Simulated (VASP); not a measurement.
A VASP calculation is set up with these files.

KPOINTS:
```
Automatic mesh
0
Gamma
7 7 4
0 0 0
```

INCAR:
```
# general
SYSTEM  = InAs
PREC    = Accurate
ENCUT   = 400
LREAL   = .False.
LASPH   = .True.

# electronic loop
EDIFF   = 1E-6
NELM    = 100
ALGO    = Normal
LMAXMIX = 4

# smearing
ISMEAR  = 0
SIGMA   = 0.05

# functional
GGA     = PS

# ions
IBRION  = 2
NSW     = 60
ISIF    = 3
EDIFFG  = -0.01

# output
LWAVE   = .False.
LCHARG  = .False.
```

File POSCAR:
```
InAs
1.0
  3.9150000000   0.0000000000   0.0000000000
 -1.9575000000   3.3904890000   0.0000000000
  0.0000000000   0.0000000000   6.5250000000
In As
2 2
Cartesian
  0.0000000000   0.0000000000   0.0000000000
  0.0000000000   0.0000000000   3.2625000000
 -0.0000019575   2.2603271302   1.6312500000
  1.9575019575   1.1301618698   4.8937500000
```

POTCAR, in this order: In_d As (PBE.64 set). Program: vasp_std.

Question: Write an equivalent input for Ansatz.

Answer: One equivalent input (not run):
Ansatz 0.2 input:
```yaml
crystal:
  lattice:
    - [3.9150000, 0.0000000, 0.0000000]
    - [-1.9575000, 3.3904890, 0.0000000]
    - [0.0000000, 0.0000000, 6.5250000]
  atoms:
    - { symbol: In, position: [0.0000000, 0.0000000, 0.0000000] }
    - { symbol: In, position: [0.0000000, 0.0000000, 0.5000000] }
    - { symbol: As, position: [0.3333330, 0.6666670, 0.2500000] }
    - { symbol: As, position: [0.6666670, 0.3333330, 0.7500000] }
kpoints:
  mp_grid: { grid: [7, 7, 4] }
hamiltonian:
  xc: pbesol
  pseudopotentials: { kind: paw }
scf:
  occupations: { method: gaussian, width: 0.05 }
  max_iter: 100
relax:
  max_steps: 60
  f_tol: 0.01
  cell: {}
output: { forces: true, stress: true, eigenvalues: true }
```
What does not carry over: each code has its own PAW files, so the cut-off isn't converted (ENCUT is set for VASP's; basis.ecutwfc is left out, and Ansatz then takes the one that its files recommend); Ansatz stops its SCF on the density residual and VASP on the energy change (EDIFF).

The structure was generated: InAs was put into the NiAs type type (P6_3/mmc), which need not be its known phase. This run relaxes it. Symmetry was kept, so distortions that lower it aren't found.
